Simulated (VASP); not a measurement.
Given:

```xyz
2
Lattice="0.0000 2.8055 2.8055 2.8055 0.0000 2.8055 2.8055 2.8055 0.0000" Properties=species:S:1:pos:R:3 pbc="T T T"
Be     0.0000     0.0000     0.0000
Te     1.4028     1.4028     1.4028
```

Method: PBEsol GGA, VASP's PBE PAW potentials (set 64) (plane waves; VASP). Run with 400 eV cut-off, Gaussian smearing of 0.050 eV, potentials Be Te.

Unless said otherwise, spin-orbit coupling is left out, though it shifts the bands of the heavy elements here.

Question: Give the energies of bands 2 to 7 at the high-symmetry points, in eV from the valence-band maximum.

Answer: 
| band | Γ | X | U | L | W |
|---|---|---|---|---|---|
| 2 | 0.00 | -5.19 | -4.82 | -5.65 | -4.63 |
| 3 | 0.00 | -2.70 | -3.98 | -1.15 | -3.79 |
| 4 | 0.00 | -2.70 | -2.28 | -1.15 | -3.30 |
| 5 | 3.59 | 1.83 | 2.60 | 3.06 | 5.18 |
| 6 | 3.59 | 2.60 | 5.21 | 4.55 | 5.48 |
| 7 | 3.59 | 9.78 | 7.91 | 4.55 | 5.54 |

The gap is indirect, 1.83 eV, from the valence maximum at Γ to the conduction minimum at X.

The structure was generated: BeTe was put into the zinc blende type (F-43m), which need not be its known phase. It was relaxed first, which changed the volume by +12 %.
